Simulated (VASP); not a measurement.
A VASP calculation is set up with these files.

File POSCAR:
```
BaF2
1.0
  0.0000000000   3.0646160000   3.0646160000
  3.0646160000   0.0000000000   3.0646160000
  3.0646160000   3.0646160000   0.0000000000
Ba F
1 2
Cart
  0.0000000000   0.0000000000   0.0000000000
  1.5323080000   1.5323080000   1.5323080000
  4.5969240000   4.5969240000   4.5969240000
```

File KPOINTS:
```
Regular mesh
0
Gamma
3 3 3
0 0 0
```

INCAR:
```
SYSTEM = BaF2
PREC = Accurate
ENCUT = 400
EDIFF = 1E-6
NELM = 100
ALGO = Normal
LREAL = .FALSE.
LASPH = .TRUE.
ISMEAR = 0
SIGMA = 0.01
GGA = PE
AEXX = 0.25
HFRCUT = -1
LHFCALC = .TRUE.
PRECFOCK = Fast
ISYM = 3
LMAXMIX = 4
LWAVE = .FALSE.
LCHARG = .FALSE.
ISIF = 2
```

POTCAR, in this order: Ba_sv F (PBE.64 set). Program: vasp_std.

**Question.** Write an equivalent input for Quantum ESPRESSO's pw.x.

**Answer.** One equivalent input (not run):
```
&CONTROL
  calculation = 'scf'
  pseudo_dir = './pseudo'
  outdir = './out'
  tprnfor = .true.
  tstress = .false.
/
&SYSTEM
  ibrav = 0
  nat = 3
  ntyp = 2
  ecutwfc = 84
  occupations = 'smearing'
  smearing = 'gaussian'
  degauss = 0.000735
  input_dft = 'pbe0'
  nqx1 = 3
  nqx2 = 3
  nqx3 = 3
/
&ELECTRONS
  conv_thr = 7.3e-08
  electron_maxstep = 100
/
ATOMIC_SPECIES
  Ba 137.327 Ba.upf
  F 18.998 F.upf
CELL_PARAMETERS angstrom
     0.0000000    3.0646160    3.0646160
     3.0646160    0.0000000    3.0646160
     3.0646160    3.0646160    0.0000000
ATOMIC_POSITIONS crystal
  Ba   0.0000000  0.0000000  0.0000000
  F    0.2500000  0.2500000  0.2500000
  F    0.7500000  0.7500000  0.7500000
K_POINTS automatic
  3 3 3 0 0 0
```
What does not carry over: the potentials are each code's own (VASP's PAW set, PseudoDojo norm-conserving files in pw.x), so ENCUT and ecutwfc are chosen apart and not converted; conv_thr bounds pw.x's estimated SCF error, while EDIFF bounds the energy change between steps; the singularity of exact exchange is treated differently by default.

The structure comes from a computed database's BaF2 entry; how it stands against other phases isn't given here. The cell was not relaxed at this level. The k-mesh is coarse (spacing up to 0.59 per Å, 2π included), so the numbers may not be converged in it. The run is one of a series of settings (KPOINTS 3×3×3 Γ-centred mesh against the base run), some of them coarse on purpose.
